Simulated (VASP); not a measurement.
Data:

```
C
1.0
    0.00000     1.74028     1.77983
    1.74088     0.00000     1.77983
    1.74088     1.74028     0.00000
C
2
Direct
  0.00000   0.00000   0.00000
  0.23204   0.26796   0.26796
```

These are PBE GGA, VASP's PBE PAW potentials (set 64) (plane waves; VASP) values and carry that method's errors. Run with EDIFF = 1E-5, 520 eV cut-off, 12×12×12 Γ-centred mesh, Gaussian smearing of 0.050 eV, potentials C.

Problem. Give the force on each atom (eV/Å).

Solution. 
```
atom      Fx     Fy     Fz
----  ------  -----  -----
C1     2.563  0.000  0.000
C2    -2.563  0.000  0.000
```

Problem. Give the stress tensor in GPa (positive for a compressed cell).

Solution. 
```
34.89   0.00   0.00
 0.00  36.59  -5.76
 0.00  -5.76  14.26
```
The pressure is its mean diagonal, 28.58 GPa.

The compound is C in the diamond structure. The cell was not relaxed at this level, atoms are displaced from their ideal sites. The run is one of a series of settings (EDIFF = 1E-5 against the base run), some of them coarse on purpose.
